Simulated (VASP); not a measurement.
Data:

```
CELL_PARAMETERS angstrom
      6.45002     0.00000     0.00000
      0.00000     6.45002     0.00000
      0.00000     0.00000     6.45002
ATOMIC_POSITIONS crystal
  Mg 0.00000 0.00000 0.00000
  Mg 0.50000 0.50000 0.00000
  Mg 0.50000 0.00000 0.50000
  Te 0.25194 0.24806 0.24806
  Te 0.74806 0.75194 0.24806
  Te 0.74806 0.24806 0.75194
  Te 0.25194 0.75194 0.75194
  Cd 0.00000 0.50000 0.50000
```

Computed with PBEsol GGA, VASP's PBE PAW potentials (set 64) (plane waves; VASP). Numerical set-up: 400 eV cut-off, 4×4×4 Γ-centred mesh, tetrahedra with Blöchl corrections, potentials Mg Te Cd.

The cores are frozen, which limits the accuracy of field gradients.

Problem. Give the principal components of the electric field gradient (V/Å²) and the asymmetry η at each nucleus.

Solution. 
```
atom    Vxx    Vyy    Vzz     η
----  -----  -----  -----  ----
Mg1     0.3    0.3   -0.6  0.00
Mg2     0.3    0.3   -0.6  0.00
Mg3     0.3    0.3   -0.6  0.00
Te4   -51.3  -51.3  102.7  0.00
Te5   -51.3  -51.3  102.7  0.00
Te6   -51.3  -51.3  102.7  0.00
Te7   -51.3  -51.3  102.7  0.00
Cd8     0.0    0.0    0.0     -
```

The structure was generated: CdMg3Te4 was put into an ordered model structure (P-43m), which need not be its known phase. It was relaxed first.
